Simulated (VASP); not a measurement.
# Al(100), as cut: electronic structure, part 3 of 3

Wanted: what it costs to take an electron out of Al(100), held as cut.

VASP 6.6.1; PBE; plane waves and PAW (Al).

So far. Step 4 (The slab in a field, field 0.05): Energy at zero smearing: -32.71191 eV.

### 5. The slab in a field, field 0.1

The input, INCAR:

```
SYSTEM = Al
PREC = Normal
ENCUT = 300
EDIFF = 1E-06
NELM = 120
ISMEAR = -1
SIGMA = 0.1
LREAL = .FALSE.
ALGO = Fast
GGA = PE
NBANDS = 22
LORBIT = 11
LWAVE = .FALSE.
LCHARG = .FALSE.
KPAR = 4
LASPH = .TRUE.
IDIPOL = 3
LDIPOL = .TRUE.
DIPOL = 0.5 0.5 0.5
EFIELD = 0.1
LVHAR = .TRUE.
```

The input, POSCAR:

```
Al
1.0
    2.8637824638      0.0000000000      0.0000000000
    0.0000000000      2.8637824638      0.0000000000
    0.0000000000      0.0000000000     34.2000000000
Al
9
Direct
    0.0000000000      0.0000000000      0.2631578947
    0.5000000000      0.5000000000      0.3223684211
    0.0000000000      0.0000000000      0.3815789474
    0.5000000000      0.5000000000      0.4407894737
    0.0000000000      0.0000000000      0.5000000000
    0.5000000000      0.5000000000      0.5592105263
    0.0000000000      0.0000000000      0.6184210526
    0.5000000000      0.5000000000      0.6776315789
    0.0000000000      0.0000000000      0.7368421053
```

The input, KPOINTS:

```
Automatic mesh
0
Gamma
18 18 1
0 0 0
```

The projector-augmented-wave data sets are Al (PBE family, release 64).

Command:

```console
$ mpirun -np 4 vasp_std
```

What it wrote:

```text
[... set-up lines as in an earlier step ...]
 entering main loop
       N       E                     dE             d eps       ncg     rms          rms(c)
DAV:   1     0.451188845210E+02    0.45119E+02   -0.65253E+03  2420   0.581E+02
DAV:   2    -0.302972500899E+02   -0.75416E+02   -0.71207E+02  3282   0.120E+02
DAV:   3    -0.340922645017E+02   -0.37950E+01   -0.36534E+01  3346   0.255E+01
DAV:   4    -0.342381956034E+02   -0.14593E+00   -0.14308E+00  3922   0.573E+00
[...]
RMM:  25    -0.327757435457E+02   -0.26352E-05   -0.12301E-07  1436   0.204E-03    0.488E-04
RMM:  26    -0.327757450025E+02   -0.14568E-05   -0.71074E-08  1205   0.175E-03    0.193E-04
RMM:  27    -0.327757454674E+02   -0.46485E-06   -0.25772E-08  1008   0.153E-03
   1 F= -.32775745E+02 E0= -.32715225E+02  d E =-.121042E+00
```

The job ended after 40 s (4 MPI ranks of AMD EPYC 7R43, shared host; peak memory 0.77 GiB; 2.6 min of CPU time).

Parts of OUTCAR (step 5):

```text
  Total       -1.7414831     -1.7414831     -0.6216341      0.0000000      0.0000000      0.0000000
  in kB       -9.9477229     -9.9477229     -3.5509065      0.0000000      0.0000000      0.0000000
  external PRESSURE =      -7.8154508 kB  Pullay stress =       0.0000000 kB

 POSITION                                       TOTAL-FORCE (eV/Angst)
 -----------------------------------------------------------------------------------
      0.00000      0.00000      9.00000         0.000000      0.000000     -0.043354
      1.43189      1.43189     11.02500        -0.000000     -0.000000      0.054954
      0.00000      0.00000     13.05000        -0.000000     -0.000000      0.050579
      1.43189      1.43189     15.07500         0.000000     -0.000000      0.021795
      0.00000      0.00000     17.10000         0.000000      0.000000      0.000540
      1.43189      1.43189     19.12500        -0.000000      0.000000     -0.021525
      0.00000      0.00000     21.15000         0.000000      0.000000     -0.049760
      1.43189      1.43189     23.17500         0.000000      0.000000     -0.052948
      0.00000      0.00000     25.20000         0.000000      0.000000      0.039719
 -----------------------------------------------------------------------------------
    total drift:                               -0.000000     -0.000000      0.000005

  FREE ENERGIE OF THE ION-ELECTRON SYSTEM (eV)
  ---------------------------------------------------
  free  energy   TOTEN  =       -32.7757454674 eV

  energy  without entropy=      -32.6547036412  energy(sigma->0) =      -32.71522455

[... 2 parts as in an earlier step ...]

[... 1 further part left out ...]
[key lines of the parts left out:]
E-fermi :   2.2945
```

The planar average of the electrostatic potential oscillates, so the rows of the table below give means over windows of 2.05 Å about each position, cut where the curve ends. Its maxima inside the range that stand out by 2 % of the span (Å: eV): 0.5: 4.93, 10.0: -2.02, 12.1: -2.02, 14.0: -1.98, 16.1: -1.99, 18.1: -1.99, 20.2: -1.98, 22.1: -2.02, 24.2: -2.02, 28.0: 4.08. Its minima: 9.0: -15.1, 11.1: -15.3, 13.0: -15.2, 15.0: -15.3, 17.1: -15.3, 19.2: -15.3, 21.2: -15.2, 23.1: -15.3, 25.2: -15.1, 33.7: 3.55.

Zero at the Fermi level. Planar average of the electrostatic potential against height; means over each step:

```tsv
height (Å)	planar average of the electrostatic potential (eV)
1.02	4.81
3.07	4.67
5.12	4.46
7.17	3.09
9.22	-7.67
11.28	-7.90
13.32	-7.88
15.37	-7.90
17.42	-7.91
19.47	-7.91
21.52	-7.91
23.57	-7.93
25.62	-6.39
27.67	3.90
29.72	3.95
31.77	3.75
33.82	3.63
```

Energy at zero smearing: -32.71522 eV.

### 6. Side by side

Times are for 4 MPI ranks of AMD EPYC 7R43, shared host. Results by setting:

```tsv
no.	field	electronic cycles	time	memory (GiB)
1	-0.05	26	38 s	0.78
2	0.05	27	41 s	0.79
3	0.1	27	40 s	0.77
```

The planar average of the electrostatic potential (-0.05) oscillates, so the rows of the table below give means over windows of 2.05 Å about each position, cut where the curve ends. Its maxima inside the range that stand out by 2 % of the span (Å: eV): 10.0: -2.02, 12.1: -2.02, 14.0: -1.98, 16.1: -1.99, 18.1: -1.99, 20.2: -1.98, 22.1: -2.02, 24.2: -2.02. Its minima: 9.0: -15.1, 11.1: -15.3, 13.0: -15.2, 15.0: -15.3, 17.1: -15.3, 19.2: -15.3, 21.2: -15.2, 23.1: -15.3, 25.2: -15.1.

The runs together. Table of planar average of the electrostatic potential by height; means over each step:

```tsv
height (Å)	-0.05 (eV)	0.05 (eV)	0.1 (eV)
1.02	3.95	4.53	4.81
3.07	4.03	4.45	4.67
5.12	4.12	4.34	4.46
7.17	3.02	3.07	3.09
9.22	-7.67	-7.67	-7.67
11.28	-7.90	-7.90	-7.90
13.32	-7.88	-7.88	-7.88
15.37	-7.90	-7.90	-7.90
17.42	-7.91	-7.91	-7.91
19.47	-7.91	-7.91	-7.91
21.52	-7.91	-7.91	-7.91
23.57	-7.93	-7.93	-7.93
25.62	-6.39	-6.39	-6.39
27.67	4.04	3.94	3.90
29.72	4.38	4.10	3.95
31.77	4.49	3.99	3.75
33.82	4.55	3.93	3.63
```

### 7. Putting the energies together

This step: slab, PBE; plane waves and PAW (VASP 6.6.1).

Derived from the runs above.

Numbers from this step:

| Quantity | Value |
| --- | --- |
| polarisability per area of the slab or monolayer | 1.553 Å |

VASP counts both for electrons: a positive EFIELD is a field along -c, and a positive dipole, in electrons times A, points along -c. Field, by row:

```tsv
EFIELD (eV/Å)	dipole along z (e Å)	energy change (eV)
-0.05	-0.04423	-0.001105
0	0	0
0.05	0.04422	-0.001105
0.1	0.08846	-0.00442
```

The polarisability is the slope of the dipole against the field, as a volume for each unit of area.

### 8. Results

```yaml
work_function_of_the_slab: 4.24 eV
polarisability_per_area_of_the_slab_or_monolayer: 1.55 Å
```

In words: The work function is 4.24 eV at both faces. No atom was relaxed. The cell in the plane was kept as given and was not relaxed here.

[Lines on the potential files, build, host, timing and source positions are cut from VASP's logs without a mark.]

[Logs are printed without paths, hosts, clocks, repeated set-up lines and the standing remarks that a program may print on its own settings, such as how far it seeks lower states.]

[Hosts, paths, dates, database ids (printed as entryN), source tags and the programs' standing remarks are cut or masked in the printed files.]

[In band tables of VASP the shares of atoms and orbitals are scaled to a sum of 1 inside the atoms' spheres.]

[Runs that stopped without an error message from VASP are left out.]
